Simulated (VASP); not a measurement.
Input:

```yaml
crystal:
  lattice:
    - [0.00000, 5.97810, 5.97810]
    - [5.97810, 0.00000, 5.97810]
    - [5.97810, 5.97810, 0.00000]
  atoms:
    - { symbol: Cs, position: [0.25000, 0.25000, 0.25000] }
    - { symbol: Cs, position: [0.75000, 0.75000, 0.75000] }
    - { symbol: Sn, position: [0.00000, 0.00000, 0.00000] }
    - { symbol: I, position: [0.24495, 0.75505, 0.75505] }
    - { symbol: I, position: [0.75505, 0.24495, 0.24495] }
    - { symbol: I, position: [0.75505, 0.24495, 0.75505] }
    - { symbol: I, position: [0.24495, 0.75505, 0.24495] }
    - { symbol: I, position: [0.75505, 0.75505, 0.24495] }
    - { symbol: I, position: [0.24495, 0.24495, 0.75505] }
```

All values below come from LDA (Ceperley-Alder, Perdew-Zunger), VASP's LDA PAW potentials (set 64) (plane waves; VASP). Settings: 300 eV cut-off, 3×3×3 Γ-centred mesh, Gaussian smearing of 0.050 eV, potentials Cs_sv Sn_d I.

At this cut-off the stress carries a Pulay error, which pulls relaxed volumes low. Unless said otherwise, spin-orbit coupling is left out, though it shifts the bands of the heavy elements here.

Problem. What does the run give for the energy per atom (σ→0), pressure, band gap (on the k-mesh) with the smallest direct gap where there is one?

Solution. 
- band gap (on the k-mesh) = none (metal, semimetal or under 0.01 eV)
- energy per atom (σ→0) = -2935 meV/atom
- pressure = -2.18 GPa

The structure comes from a computed database's Cs2SnI6 entry; how it stands against other phases isn't given here. The cell was not relaxed at this level. The k-mesh is coarse (spacing up to 0.30 per Å, 2π included), so the numbers may not be converged in it.
